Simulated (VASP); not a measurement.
# CsLiCr2Te2S3 (P3m1) in VASP: relaxation of cell and atoms with PBE

Aim: the relaxation of cell and atoms of CsLiCr2Te2S3 with PBE.

Everything below comes from runs of VASP 6.6.1. Logs are shortened: lines on timing, memory, paths and dates and some standing lists are left out, and cuts for length are marked.

### 1 The crystal as given

The structure is trigonal, space group P3m1 (No. 156). Conventional cell: a = 3.604 Å, b = 3.604 Å, c = 19.067 Å, α = 90.00°, β = 90.00°, γ = 120.00°. Around Cs (site symmetry 3m) lie 3 S at 3.38 Å and 6 Cs at 3.60 Å and 3 Te at 3.77 Å. Li (site symmetry 3m) is surrounded by 6 S at 2.63 to 2.66 Å. Cr (site symmetry 3m) has 3 S at 2.40 Å and 3 Te at 2.74 Å as nearest neighbours. Around Cr (site symmetry 3m) lie 6 S at 2.43 to 2.45 Å. Te (site symmetry 3m) has 6 Te at 3.60 Å and 3 Cs at 3.77 Å as nearest neighbours. Te (site symmetry 3m) has 3 Cr at 2.74 Å as nearest neighbours. S (site symmetry 3m) is surrounded by 3 Cr at 2.45 Å and 3 Li at 2.63 Å. Around S (site symmetry 3m) lie 3 Cr at 2.40 Å and 3 Li at 2.66 Å.

The cell was built by a generator and needn't be a form met in nature.

### 2 Relaxation of cell and atoms, PBE, collinear spin, ferromagnetic start

INCAR

```
ALGO = Fast ; EDIFF = 1E-6
EDIFFG = -0.01 ; ENCUT = 600
GGA = PE ; IBRION = 2
ISIF = 3 ; ISMEAR = -1
ISPIN = 2 ; KPAR = 4
LASPH = T ; LCHARG = F
LMAXMIX = 4 ; LORBIT = 11
LREAL = F ; LWAVE = F
MAGMOM = 0 0 3 3 0 0 0 0 0 ; NELM = 150
NSW = 60 ; PREC = Accurate
SIGMA = 0.05
```

KPOINTS

```
k-points
0
Gamma
  9 9 2
```

POSCAR

```
CsLiCr2Te2S3
1.0
    3.6035800000      0.0000000000      0.0000000000
   -1.8017900000      3.1207900000      0.0000000000
    0.0000000000      0.0000000000     19.0665100000
Cs Li Cr Te S
1 1 2 2 3
Direct
    0.0000000000      0.0000000000      0.3739900000
    0.6666700000      0.3333300000      0.0160700000
    0.0000000000      0.0000000000      0.8663700000
    0.3333300000      0.6666700000      0.1683300000
    0.3333300000      0.6666700000      0.5389100000
    0.6666700000      0.3333300000      0.7727600000
    0.0000000000      0.0000000000      0.1003000000
    0.3333300000      0.6666700000      0.9292000000
    0.6666700000      0.3333300000      0.2340800000
```

Potentials or basis: VASP PAW PBE potentials, release 64 (Cs_sv, Li_sv, Cr_pv, Te, S).

The run is started by

```console
$ cat potpaw_PBE.64/Cs_sv/POTCAR potpaw_PBE.64/Li_sv/POTCAR potpaw_PBE.64/Cr_pv/POTCAR potpaw_PBE.64/Te/POTCAR potpaw_PBE.64/S/POTCAR > POTCAR
$ mpirun -np 4 vasp_std > vasp.out
```

OUTCAR:

```text
EDIFF = 1E-6
   EDIFFG = -0.01
   ENCUT = 600
   GGA = PE
   IBRION = 2
   ISIF = 3
   ISMEAR = -1
   ISPIN = 2
   LASPH = T
   LORBIT = 11
   LREAL = F
   NELM = 150
   NSW = 60
   PREC = Accurate

 ion  position               nearest neighbor table
   1  0.000  0.000  0.374-
   2  0.667  0.333  0.016-   7 2.63   7 2.63   7 2.63   8 2.66   8 2.66   8 2.66
   3  0.000  0.000  0.866-   8 2.40   8 2.40   8 2.40   6 2.74   6 2.74   6 2.74
   4  0.333  0.667  0.168-   9 2.43   9 2.43   9 2.43   7 2.45   7 2.45   7 2.45
   5  0.333  0.667  0.539-
   6  0.667  0.333  0.773-   3 2.74   3 2.74   3 2.74
   7  0.000  0.000  0.100-   4 2.45   4 2.45   4 2.45   2 2.63   2 2.63   2 2.63
   8  0.333  0.667  0.929-   3 2.40   3 2.40   3 2.40   2 2.66   2 2.66   2 2.66
   9  0.667  0.333  0.234-   4 2.43   4 2.43   4 2.43

  LATTYP: Found a hexagonal cell.
 ALAT       =     3.6035800000
 C/A-ratio  =     5.2909911810

  Lattice vectors:

 A1 = (   3.6035800000,   0.0000000000,   0.0000000000)
 A2 = (  -1.8017900000,   3.1207900000,   0.0000000000)
 A3 = (   0.0000000000,   0.0000000000,  19.0665100000)

Analysis of symmetry for initial positions (statically):
=====================================================================
 Subroutine PRICEL returns:
 Original cell was already a primitive cell.

 Routine SETGRP: Setting up the symmetry group for a
 hexagonal supercell.

 Subroutine GETGRP returns: Found  2 space group operations
 (whereof  2 operations were pure point group operations)
 out of a pool of 24 trial point group operations.

The static configuration has the point symmetry C_1h.

Analysis of symmetry for dynamics (positions and initial velocities):
=====================================================================
 Subroutine PRICEL returns:
 Original cell was already a primitive cell.

 Routine SETGRP: Setting up the symmetry group for a
 hexagonal supercell.

 Subroutine GETGRP returns: Found  2 space group operations
 (whereof  2 operations were pure point group operations)
 out of a pool of 24 trial point group operations.

The dynamic configuration has the point symmetry C_1h.

Analysis of structural, dynamic, and magnetic symmetry:
=====================================================================
 Subroutine PRICEL returns:
 Original cell was already a primitive cell.

 Routine SETGRP: Setting up the symmetry group for a
 hexagonal supercell.

 Subroutine GETGRP returns: Found  2 space group operations
 (whereof  2 operations were pure point group operations)
 out of a pool of 24 trial point group operations.

The overall configuration has the point symmetry C_1h.

 Subroutine INISYM returns: Found  2 space group operations
 (whereof  2 operations are pure point group operations),
 and found     1 'primitive' translations

----------------------------------------------------------------------------------------

                                     Primitive cell

  volume of cell :     214.4223

  direct lattice vectors                    reciprocal lattice vectors
     3.603580000  0.000000000  0.000000000     0.277501818  0.160215843  0.000000000
    -1.801790000  3.120790000  0.000000000     0.000000000  0.320431686  0.000000000
     0.000000000  0.000000000 19.066510000     0.000000000  0.000000000  0.052447983

  length of vectors
     3.603580000  3.603578420 19.066510000     0.320431545  0.320431686  0.052447983

  position of ions in fractional coordinates (direct lattice)
     0.000000000  0.000000000  0.373990000
     0.666670000  0.333330000  0.016070000
     0.000000000  0.000000000  0.866370000
     0.333330000  0.666670000  0.168330000
     0.333330000  0.666670000  0.538910000
     0.666670000  0.333330000  0.772760000
     0.000000000  0.000000000  0.100300000
     0.333330000  0.666670000  0.929200000
     0.666670000  0.333330000  0.234080000

  ion indices of the primitive-cell ions
   primitive index   ion index
                 1           1
                 2           2
                 3           3
                 4           4
                 5           5
                 6           6
                 7           7
                 8           8
                 9           9

----------------------------------------------------------------------------------------

 KPOINTS: k-points

Automatic generation of k-mesh.
 Grid dimensions read from file:
 generate k-points for:    9    9    2

 Generating k-lattice:

  Cartesian coordinates                     Fractional coordinates (reciprocal lattice)
     0.030833535  0.017801760  0.000000000     0.111111111 -0.000000000  0.000000000
     0.000000000  0.035603521  0.000000000     0.000000000  0.111111111  0.000000000
     0.000000000  0.000000000  0.026223992     0.000000000  0.000000000  0.500000000

  Length of vectors
     0.035603505  0.035603521  0.026223992

  Shift w.r.t. Gamma in fractional coordinates (k-lattice)
     0.000000000  0.000000000  0.000000000

 Subroutine IBZKPT returns following result:
 ===========================================

 Found     50 irreducible k-points:

 Following reciprocal coordinates:
            Coordinates               Weight
  0.000000  0.000000  0.000000      1.000000
  0.111111  0.000000  0.000000      4.000000
 -0.111111  0.111111  0.000000      2.000000
  0.222222 -0.000000  0.000000      4.000000
 -0.222222  0.222222  0.000000      2.000000
  0.333333 -0.000000  0.000000      4.000000
[... 16 lines left out ...]
 -0.222222 -0.444444  0.000000      4.000000
  0.444444  0.333333  0.000000      4.000000
 [... further k-points ...]
   k-points           NKPTS =     50   k-points in BZ     NKDIM =     50   number of bands    NBANDS=     42
   number of dos      NEDOS =    301   number of ions     NIONS =      9
   total plane-waves  NPLWV = 144000
   dimension x,y,z NGX =    30 NGY =   30 NGZ =  160
   dimension x,y,z NGXF=    60 NGYF=   60 NGZF=  320
   ions per type =               1   1   2   2   3
   NGX,Y,Z   is equivalent  to a cutoff of  13.84, 13.84, 13.95 a.u.
   NGXF,Y,Z  is equivalent  to a cutoff of  27.68, 27.68, 27.90 a.u.
 SYSTEM =  unknown system
   PREC   = accura    normal or accurate (medium, high low for compatibility)
   ISTART =      0    job   : 0-new  1-cont  2-samecut
   ICHARG =      2    charge: 1-file 2-atom 10-const
   ISPIN  =      2    spin polarized calculation?
   LNONCOLLINEAR =      F non collinear calculations
   LSORBIT =      F    spin-orbit coupling
   LASPH  =      T    aspherical Exc in radial PAW
   ENCUT  =  600.0 eV  44.10 Ry    6.64 a.u.   7.20  7.20 38.08*2*pi/ulx,y,z
   NELM   =    150;   NELMIN=  2; NELMDL= -5     # of ELM steps
   EDIFF  = 0.1E-05   stopping-criterion for ELM
   LREAL  =      F    real-space projection
   EDIFFG = -.1E-01   stopping-criterion for IOM
   NSW    =     60    number of steps for IOM
   IBRION =      2    ionic relax: 0-MD 1-quasi-New 2-CG
   NFREE  =      1    steps in history (QN), initial steepest desc. (CG)
   ISIF   =      3    stress and relaxation
   ISYM   =      2    0-nonsym 1-usesym 2-fastsym
   POTIM  = 0.5000    time-step for ionic-motion
   TEBEG  =    0.0;   TEEND  =   0.0 temperature during run
   PSTRESS=    0.0 pullay stress
   NELECT =      66.0000    total number of electrons
   NUPDOWN=      -1.0000    fix difference up-down
   EMIN   =  10.00;   EMAX   =-10.00  energy-range for DOS
   EFERMI =   0.00;   METHOD = LEGACY
   ISMEAR =    -1;   SIGMA  =   0.05  broadening in eV -4-tet -1-fermi 0-gaus
   EFERMI_NEDOS =   21; number of points for ismear=-14 and -15
   IALGO  =     68    algorithm
   IMIX   =      4    mixing-type and parameters
     AMIX     =   0.40;   BMIX     =  1.00
     AMIX_MAG =   1.60;   BMIX_MAG =  1.00
  volume/ion in A,a.u.               =      23.82       160.78
  Fermi-wavevector in a.u.,A,eV,Ry     =   1.105349  2.088807 16.623556  1.221797
  Thomas-Fermi vector in A             =   2.241835
   LORBIT       =     11    0 simple, 1 ext, 2 COOP (PROOUT), +10 PAW based schemes
   GGA     = PE    functional components
   LHFCALC =     F    Hartree Fock is set to
   AEXX    =    0.0000 exact exchange contribution
   IVDW    =     0    specifies the selected vdW correction
   LEPSILON=     F    determine dielectric tensor
   LRPA    =     F    only Hartree local field effects (RPA)
 conjugate gradient relaxation of ions
 spin polarized calculation
 RMM-DIIS sequential band-by-band and
  energy-cutoff  :      600.00
  volume of cell :      214.42
 maximum number of plane-waves:      7194
 NGX is ok and might be reduce to    30
   NGX = 15   NGY = 15   NGZ = 77

--------------------------------------- Ionic step        1  -------------------------------------------

 number of electron      66.0000008 magnetization       5.6448349

 Free energy of the ion-electron system (eV)
  ---------------------------------------------------
  ext. energy  EPLUGINS =         0.00000000
  ---------------------------------------------------
  free energy    TOTEN  =       -46.21353690 eV

  energy without entropy =      -46.18881812  energy(sigma->0) =      -46.20117751

------------------------ aborting loop because EDIFF is reached ----------------------------------------

  FORCE on cell =-STRESS in cart. coord.  units (eV):
  Direction    XX          YY          ZZ          XY          YZ          ZX
  --------------------------------------------------------------------------------------
  -------------------------------------------------------------------------------------
  Total        0.1454904      0.1453932     -0.0933063     -0.0000840     -0.0000813      0.0001409
  in kB        1.0871140      1.0863877     -0.6971907     -0.0006279     -0.0006075      0.0010528
  external PRESSURE =       0.4921037 kB  Pullay stress =       0.0000000 kB
[... 110 lines left out ...]
  FREE ENERGIE OF THE ION-ELECTRON SYSTEM (eV)
  ---------------------------------------------------
  free  energy   TOTEN  =       -46.2140458008 eV

  energy  without entropy=      -46.1893133678  energy(sigma->0) =      -46.20167958

[... ionic steps 4 to 14 ...]

--------------------------------------- Ionic step       15  -------------------------------------------

 number of electron      66.0000013 magnetization       5.6385082

------------------------ aborting loop because EDIFF is reached ----------------------------------------
[... 81 lines left out ...]
--------------------------------------- Ionic step       17  -------------------------------------------

 number of electron      66.0000013 magnetization       5.6386280

 Free energy of the ion-electron system (eV)
  ---------------------------------------------------
  ext. energy  EPLUGINS =         0.00000000
  ---------------------------------------------------
  free energy    TOTEN  =       -46.21441173 eV

  energy without entropy =      -46.18975655  energy(sigma->0) =      -46.20208414

 E-fermi :   4.9068     XC(G=0):  -9.3700

 val. band max:        4.8219350835   @ k =  -0.1111   0.2222   0.0000
 cond. band min:       4.9162799593   @ k =  -0.3333   0.2222   0.5000
 fundamental gap:      0.0943448759
 Fermi energy:         4.9067655720

 spin component 1

 k-point     1 :       0.0000    0.0000    0.0000
  band No.  band energies     occupation
      1     -41.4184      1.00000
      2     -39.5902      1.00000
      3     -39.5667      1.00000
      4     -39.5667      1.00000
      5     -39.2087      1.00000
      6     -39.2087      1.00000
[... 1069 lines left out ...]
     41       6.6794      0.00000
     42       7.7269      0.00000

 [... further k-points ...]

 spin component 2

 k-point     1 :       0.0000    0.0000    0.0000
  band No.  band energies     occupation
      1     -41.4209      1.00000
      2     -36.6156      1.00000
      3     -36.6153      1.00000
      4     -36.6153      1.00000
      5     -36.4419      1.00000
      6     -36.3880      1.00000
[... 1069 lines left out ...]
     41       7.8013      0.00000
     42       7.8666      0.00000

 [... further k-points ...]

------------------------ aborting loop because EDIFF is reached ----------------------------------------

  FORCE on cell =-STRESS in cart. coord.  units (eV):
  Direction    XX          YY          ZZ          XY          YZ          ZX
  --------------------------------------------------------------------------------------
  -------------------------------------------------------------------------------------
  Total        0.0448613      0.0448792     -0.0084906      0.0000156      0.0000294     -0.0000509
  in kB        0.3348871      0.3350209     -0.0633821      0.0001162      0.0002196     -0.0003797
  external PRESSURE =       0.2021753 kB  Pullay stress =       0.0000000 kB
[... 24 lines left out ...]
  FREE ENERGIE OF THE ION-ELECTRON SYSTEM (eV)
  ---------------------------------------------------
  free  energy   TOTEN  =       -46.2144117273 eV

  energy  without entropy=      -46.1897565541  energy(sigma->0) =      -46.20208414

 reached required accuracy - stopping structural energy minimisation

 total charge

# of ion       s       p       d       tot
------------------------------------------
    1        1.839   4.689   0.083   6.611
    2        2.008   0.036   0.000   2.044
    3        0.273   6.250   4.111  10.634
    4        0.269   6.259   4.040  10.568
    5        1.418   1.812   0.016   3.246
    6        1.396   1.940   0.036   3.372
    7        1.324   2.430   0.000   3.754
    8        1.324   2.421   0.000   3.745
    9        1.328   2.417   0.000   3.745
--------------------------------------------------
tot         11.178  28.254   8.286  47.718

 magnetization (x)

# of ion       s       p       d       tot
------------------------------------------
    1        0.000  -0.001   0.001   0.000
    2        0.000  -0.001   0.000  -0.001
    3        0.039   0.030   2.715   2.784
    4        0.042   0.039   2.856   2.936
    5       -0.000  -0.004  -0.000  -0.004
    6       -0.004  -0.164   0.002  -0.166
    7       -0.003  -0.056   0.000  -0.059
    8       -0.005  -0.074   0.000  -0.079
    9       -0.005  -0.071   0.000  -0.075
--------------------------------------------------
tot          0.064  -0.302   5.574   5.336
```

Wall time 1.5 h (4 MPI ranks of Intel Xeon Platinum 8488C (Sapphire Rapids), shared host); peak memory 1.1 GiB.

Results:

```
Free energy                                           : -46.2144 eV
Relaxed volume                                        : 23.85 Å³/atom
Relaxed cell                                          : a = 3.607 Å, b = 3.607 Å, c = 19.044 Å, α = 90.00°, β = 90.00°, γ = 120.00°
Space group after relaxing (to 0.05 Å)                : P3m1 (No. 156)
Energy gained by relaxing                             : 0.1 meV/atom
Ionic steps                                           : 17
Pressure after relaxing                               : 0.0 GPa
Largest force after relaxing                          : 0.007 eV/Å
Band gap on the k mesh                                : none (metal or under the smearing width)
Net moment                                            : 5.64 μB per cell
Site moments                                          : Cs +0.00; Li -0.00; Cr +2.78, +2.94; Te -0.00, -0.17; S -0.06, -0.08, -0.07 μB
Valence electrons inside the program's atomic spheres : Cs 6.61; Li 2.04; Cr 10.63, 10.57; Te 3.25, 3.37; S 3.75
```

Forces in eV/Å, atoms in the order of the input:
```
Cs   0.000  0.000  0.001
Li   0.000  0.000 -0.003
Cr   0.000  0.000 -0.003
Cr   0.000  0.000  0.003
Te   0.000  0.000  0.007
Te   0.000  0.000 -0.007
S    0.000  0.000 -0.005
S    0.000  0.000  0.007
S    0.000  0.000  0.000
```

Step by step:
```tsv
step	energy change (eV)	largest force (eV/Å)	pressure (GPa)	volume (Å³)
1	0.0000	0.0362	0.05	214.42
2	-0.0004	0.0281	0.01	214.65
3	-0.0005	0.0233	-0.06	214.94
4	-0.0005	0.0224	-0.04	214.89
5	-0.0006	0.0154	-0.02	214.75
6	-0.0006	0.0285	0.06	214.55
7	-0.0007	0.0225	0.06	214.63
8	-0.0007	0.0177	0.04	214.69
9	-0.0008	0.0166	0.01	214.78
10	-0.0008	0.0208	-0.04	214.94
11	-0.0008	0.0140	-0.06	214.90
12	-0.0008	0.0124	-0.04	214.84
13	-0.0008	0.0124	-0.02	214.70
14	-0.0008	0.0149	0.06	214.40
15	-0.0008	0.0142	0.06	214.55
16	-0.0009	0.0135	0.04	214.61
17	-0.0009	0.0074	0.02	214.63
```

Final structure:
```
Cs Li Cr Te S
1.0
     3.60747    0.00000    0.00000
    -1.80374    3.12416    0.00000
     0.00002   -0.00001   19.04354
Cs Li Cr Te S
1 1 2 2 3
Cartesian
  3.6075 0.0000 7.1346
  1.8037 1.0414 0.3167
  -1.8037 3.1241 16.4970
  0.0000 2.0828 3.1989
  0.0000 2.0828 10.2689
  1.8038 1.0414 14.7184
  -1.8037 3.1242 1.9014
  0.0000 2.0828 17.6895
  1.8037 1.0414 4.4490
```

Levels at points of the mesh, in eV from the Fermi level:
Spin up:
```tsv
k point	band 32	band 33	band 34	band 35	band 36	band 37	band 38	band 39	band 40	band 41
(0.00, 0.00, 0.00)	-0.98	-0.41	0.49	0.49	1.38	1.73	1.73	2.19	2.19	2.76
(0.00, 0.00, 0.50)	-0.97	-0.42	0.49	0.49	1.38	1.73	1.73	2.19	2.19	2.76
```
Spin down:
```tsv
k point	band 27	band 28	band 29	band 30	band 31	band 32	band 33	band 34
(0.00, 0.00, 0.00)	-1.05	0.77	0.77	1.06	1.06	1.22	1.22	1.26
(0.00, 0.00, 0.50)	-1.05	0.77	0.77	1.06	1.06	1.22	1.22	1.28
```

Caveat: the cutoff is under 1.25 times the usual one of these potentials, so pressure, stress and relaxed cells hold a basis-set (Pulay) error; only a ferromagnetic start was run, and an antiferromagnetic order may lie lower in energy. The run has no spin-orbit coupling, so splittings on Cs, Te are missing.
